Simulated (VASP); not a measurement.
Input for VASP

**POSCAR**
```
PtAl2
1.0
  0.0000000000   2.9288542848   2.9288542848
  2.9288542848   0.0000000000   2.9288542848
  2.9288542848   2.9288542848   0.0000000000
Al Pt
2 1
Cart
  1.4644271424   1.4644271424   1.4644271424
  4.3932814272   4.3932814272   4.3932814272
  0.0000000000   0.0000000000   0.0000000000
```

### INCAR
```
SYSTEM = PtAl2
PREC = Accurate; ENCUT = 400; LREAL = .False.
LASPH = .True.
EDIFF = 1E-6; NELM = 100; ALGO = Normal
LMAXMIX = 6
ISMEAR = 1; SIGMA = 0.1
IBRION = 2; NSW = 60; ISIF = 3
EDIFFG = -0.02
LWAVE = .False.; LCHARG = .False.
```

KPOINTS:
```
Automatic mesh
0
Gamma
8 8 8
0 0 0
```

POTCAR, in this order: Al Pt (LDA.64 set). Program: vasp_std.

Write an equivalent input for Quantum ESPRESSO's pw.x.

One equivalent input (not run):
```
&CONTROL
  calculation = 'vc-relax'
  pseudo_dir = './pseudo'
  outdir = './out'
  tprnfor = .true.
  tstress = .true.
  nstep = 60
  forc_conv_thr = 0.00078
/
&SYSTEM
  ibrav = 0
  nat = 3
  ntyp = 2
  ecutwfc = 84
  occupations = 'smearing'
  smearing = 'methfessel-paxton'
  degauss = 0.00735
  input_dft = 'pz'
/
&ELECTRONS
  conv_thr = 7.3e-08
  electron_maxstep = 100
/
&IONS
/
&CELL
/
ATOMIC_SPECIES
  Al 26.982 Al.upf
  Pt 195.084 Pt.upf
CELL_PARAMETERS angstrom
    -0.0000000    2.9288543    2.9288543
     2.9288543   -0.0000000    2.9288543
     2.9288543    2.9288543    0.0000000
ATOMIC_POSITIONS crystal
  Al   0.2500000  0.2500000  0.2500000
  Al   0.7500000  0.7500000  0.7500000
  Pt   0.0000000  0.0000000  0.0000000
K_POINTS automatic
  8 8 8 0 0 0
```
What does not carry over: the potentials are each code's own (VASP's PAW set, PseudoDojo norm-conserving files in pw.x), so ENCUT and ecutwfc are chosen apart and not converted; conv_thr bounds pw.x's estimated SCF error, while EDIFF bounds the energy change between steps; forc_conv_thr acts on force components and is met together with etot_conv_thr.

The compound is PtAl2 in the fluorite structure. It was relaxed first. The start is the result of an earlier pass.
